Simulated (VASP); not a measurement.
# AgRh: relaxation of cell and atoms with LDA

The system is AgRh.

```
CELL_PARAMETERS angstrom
2.77759 0.00000 0.00000
-1.38879 2.40546 0.00000
0.00000 0.00000 4.80860
ATOMIC_POSITIONS crystal
Ag 0.00000 0.00000 0.50000
Rh 0.66667 0.33333 0.00000
```

The cell comes from a database or a generator and needn't be the stable form of this composition.

```json
{"Program": "VASP 6.6.1", "Task": "relaxation of cell and atoms", "Functional": "LDA", "Potentials or basis": "VASP PAW LDA potentials, release 64 (Ag, Rh_pv)", "Cutoff": "600 eV", "k mesh": "10 × 10 × 6", "Occupations": "fermi-dirac, width 0.05 eV", "Spin": "no spin polarisation", "Ladder": "gaps", "Further INCAR settings": "ALGO = Normal; EDIFF = 1e-06; IBRION = 2; EDIFFG = -0.02; NSW = 60; ISIF = 3"}
```

```json
{
 "Relaxed volume": "14.64 Å³/atom",
 "Relaxed cell": "a = 2.703 Å, b = 2.703 Å, c = 4.629 Å, α = 90.00°, β = 90.00°, γ = 120.00°",
 "Space group after relaxing (to 0.05 Å)": "P-6m2 (No. 187)",
 "Energy gained by relaxing": "73.6 meV/atom",
 "Ionic steps": "9",
 "Pressure after relaxing": "0.0 GPa",
 "Band gap on the k mesh": "none (metal or under the smearing width)"
}
```

Step by step:
```csv
step,energy change (eV),largest force (eV/Å),pressure (GPa),volume (Å³)
1,0.0000,0.0000,-15.00,32.13
2,0.2591,0.0000,40.35,25.63
3,-0.1453,0.0000,-0.71,29.42
4,-0.1455,0.0000,-0.18,29.34
5,-0.1455,0.0000,0.22,29.28
6,-0.1472,0.0000,0.28,29.25
7,-0.1472,0.0000,0.28,29.24
8,-0.1472,0.0000,-0.42,29.34
9,-0.1473,0.0000,0.00,29.28
```

Final structure:
```
Ag Rh
1.0
     2.70268    0.00000    0.00000
    -1.35134    2.34059    0.00000
     0.00000    0.00000    4.62859
Ag Rh
1 1
Direct
  0.00000 0.00000 0.50000
  0.66667 0.33333 0.00000
```

Levels at points of the mesh, in eV from the Fermi level:
```csv
k point,band 11,band 12,band 13,band 14,band 15,band 16
"(0.00, 0.00, 0.00)",-2.10,-2.10,-0.06,0.12,0.12,6.06
"(0.50, 0.00, 0.00)",-1.98,-0.08,1.25,1.91,4.26,8.92
"(0.00, 0.00, 0.50)",-2.90,-1.82,-1.82,0.07,0.07,12.39
"(0.50, 0.00, 0.50)",-0.75,-0.24,1.26,1.55,2.48,7.03
```

It took 120 s on 1 thread of Intel(R) Xeon(R) Platinum 8488C (Sapphire Rapids), with other jobs on the host, peak memory 0.19 GiB.
